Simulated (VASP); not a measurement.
Given:

```
Li2S
1.0
    0.00000     2.80256     2.80256
    2.80256     0.00000     2.80256
    2.80256     2.80256     0.00000
Li S
2 1
Direct
  0.25000   0.25000   0.25000
  0.75000   0.75000   0.75000
  0.00000   0.00000   0.00000
```

Level of theory: r2SCAN+rVV10, VASP's PBE PAW potentials (set 64) (plane waves; VASP). Settings: 520 eV cut-off, 7×7×7 Γ-centred mesh, Gaussian smearing of 0.050 eV, potentials Li_sv S.

**Question.** Predict the energy per atom (σ→0), pressure.

**Answer.** 
| Quantity | Result |
|---|---|
| energy per atom (σ→0) | -5684 meV/atom |
| pressure | 1.43 GPa |

The compound is Li2S in the antifluorite structure. This cell is one point of a volume scan, at 0.97 of the reference volume.
